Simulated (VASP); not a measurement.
Input for VASP

### KPOINTS
```
Automatic mesh
0
Gamma
6 6 12
0 0 0
```

### INCAR
```
! general
SYSTEM   =  NbW3
PREC     =  Accurate
ENCUT    =  400   ! plane-wave cut-off (eV)
LREAL    =  .FALSE.   ! projection in real space or not
LASPH    =  .TRUE.

! electronic loop
EDIFF    =  1E-6   ! SCF stop (eV)
NELM     =  100   ! most electronic steps
ALGO     =  Normal
LMAXMIX  =  6   ! l cut-off of mixed one-centre charges

! smearing
ISMEAR   =  1
SIGMA    =  0.1

! functional
GGA      =  PS

! ions
IBRION   =  2
NSW      =  60
ISIF     =  3   ! ions, shape and volume
EDIFFG   =  -0.02   ! ionic stop

! output
LWAVE    =  .FALSE.
LCHARG   =  .FALSE.
```

### POSCAR
```
NbW3
1.0
 -3.1763072491   3.1722746207   3.1763072491
  3.1722746207  -3.1763072491   3.1763072491
  1.5901699388   1.5901699388  -1.5901699388
W Nb
3 1
direct
  0.0000000000   0.0000000000   0.0000000000
  0.0000000000   0.5000000000   0.0000000000
  0.5000000000   0.0000000000   0.0000000000
  0.5000000000   0.5000000000   0.0000000000
```

POTCAR, in this order: W_sv Nb_sv (PBE.64 set). Program: vasp_std.

### Question
Translate this PBEsol calculation to Quantum ESPRESSO's pw.x.

### Answer
One equivalent input (not run):
```
&CONTROL
  calculation = 'vc-relax'
  pseudo_dir = './pseudo'
  outdir = './out'
  tprnfor = .true.
  tstress = .true.
  nstep = 60
  forc_conv_thr = 0.00078
/
&SYSTEM
  ibrav = 0
  nat = 4
  ntyp = 2
  ecutwfc = 82
  occupations = 'smearing'
  smearing = 'methfessel-paxton'
  degauss = 0.00735
  input_dft = 'pbesol'
/
&ELECTRONS
  conv_thr = 7.3e-08
  electron_maxstep = 100
/
&IONS
/
&CELL
/
ATOMIC_SPECIES
  W 183.840 W.upf
  Nb 92.906 Nb.upf
CELL_PARAMETERS angstrom
    -3.1763072    3.1722746    3.1763072
     3.1722746   -3.1763072    3.1763072
     1.5901699    1.5901699   -1.5901699
ATOMIC_POSITIONS crystal
  W    0.0000000  0.0000000  0.0000000
  W    0.0000000  0.5000000  0.0000000
  W    0.5000000  0.0000000  0.0000000
  Nb   0.5000000  0.5000000  0.0000000
K_POINTS automatic
  6 6 12 0 0 0
```
What does not carry over: the potentials are each code's own (VASP's PAW set, PseudoDojo norm-conserving files in pw.x), so ENCUT and ecutwfc are chosen apart and not converted; conv_thr bounds pw.x's estimated SCF error, while EDIFF bounds the energy change between steps; forc_conv_thr acts on force components and is met together with etot_conv_thr.

The structure was generated: NbW3 was put into an ordered model structure (R-3m), which need not be its known phase. This run relaxes it. Symmetry was kept, so distortions that lower it aren't found. The start is the result of an earlier pass.
